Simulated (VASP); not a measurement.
Method: revPBE GGA, VASP's PBE PAW potentials (set 64) (plane waves; VASP).

Input for VASP

**POSCAR**
```
NiO
1
    4.2244471074     2.1103285227     2.1103285227
    2.1103285227     4.2244471074     2.1103285227
    2.1103285227     2.1103285227     4.2244471074
Ni O
2 2
Direct
  0.0000000000   0.0000000000   0.0000000000
  0.5000000000   0.5000000000   0.5000000000
  0.2500000000   0.2500000000   0.2500000000
  0.7500000000   0.7500000000   0.7500000000
```

File KPOINTS:
```
Automatic mesh
0
Gamma
8 8 8
0 0 0
```

INCAR:
```
LASPH = .TRUE.   ! aspherical one-centre terms
NSW = 60   ! most ionic steps
LMAXMIX = 4   ! l cut-off of mixed one-centre charges
SYSTEM = NiO
LORBIT = 10
EDIFF = 1E-6
ISIF = 3
ENCUT = 520   ! plane-wave cut-off (eV)
PREC = Accurate
IBRION = 2   ! conjugate gradients
GGA = RE   ! revPBE
ALGO = Normal
LCHARG = .FALSE.
NELM = 100
LREAL = .FALSE.   ! projection in real space or not
SIGMA = 0.05   ! width (eV)
ISPIN = 2
LWAVE = .FALSE.
MAGMOM = 2.0 -2.0 2*0.0
ISMEAR = 0   ! Gaussian
EDIFFG = -0.02   ! ionic stop
```

POTCAR, in this order: Ni O (PBE.64 set). Program: vasp_std.

**Question.** What does the run give for the energy per atom (σ→0), cell moment?

**Answer.** 
The energy per atom (σ→0) is -5.502 eV/atom and the cell moment comes out as 0.00 μB.

OSZICAR:
```
...
DAV:  11    -0.220093152753E+02    0.18288E-02   -0.11051E-02  8072   0.261E+00    0.140E-01
DAV:  12    -0.220097099755E+02   -0.39470E-03   -0.39367E-03  7420   0.701E-01    0.820E-02
DAV:  13    -0.220096754109E+02    0.34565E-04   -0.12297E-04  6764   0.129E-01    0.480E-02
DAV:  14    -0.220096791725E+02   -0.37615E-05   -0.20414E-04  7324   0.132E-01    0.309E-02
DAV:  15    -0.220096740777E+02    0.50948E-05   -0.17258E-05  6292   0.557E-02    0.164E-02
DAV:  16    -0.220096732356E+02    0.84205E-06   -0.12052E-05  6044   0.442E-02    0.331E-03
DAV:  17    -0.220096732927E+02   -0.57083E-07   -0.71037E-07  2648   0.143E-02
   1 F= -.22009673E+02 E0= -.22009673E+02  d E =-.220097E+02  mag=    -0.0000
```

The compound is NiO in the rock salt, AFM-II order structure. It was relaxed first. The start is the result of an earlier pass.
